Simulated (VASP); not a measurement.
A convergence study with VASP on CuCl (zinc blende): one setting is varied, all else stays as given below, so the limit is that of these other settings. ε∞ is the independent-particle value.

```
CuCl
1.0
    0.00000     2.70500     2.70500
    2.70500     0.00000     2.70500
    2.70500     2.70500     0.00000
Cu Cl
1 1
Direct
  0.00000   0.00000   0.00000
  0.25000   0.25000   0.25000
```

Method: PBE GGA, VASP's PBE PAW potentials (set 64) (plane waves; VASP). The tightest run used: 550 eV cut-off, 7×7×7 Γ-centred mesh, Gaussian smearing of 0.050 eV, potentials Cu Cl.

```csv
setting,mean ε∞,bands
NBANDS = 10,4.50,10
NBANDS = 11,5.33,11
NBANDS = 13,6.09,13
```

These are the cheaper rows. Estimate the results at NBANDS = 137, and how far the last row shown lies from them.

```json
[
 {"quantity": "mean ε∞", "tightest run": "6.59", "last row shown is off by": "-0.50"}
]
```

Left out are rungs that failed or repeat a setting and relaxations that didn't move; long series are thinned to 24 rows.

The compound is CuCl in the zinc blende structure. The cell was not relaxed at this level.
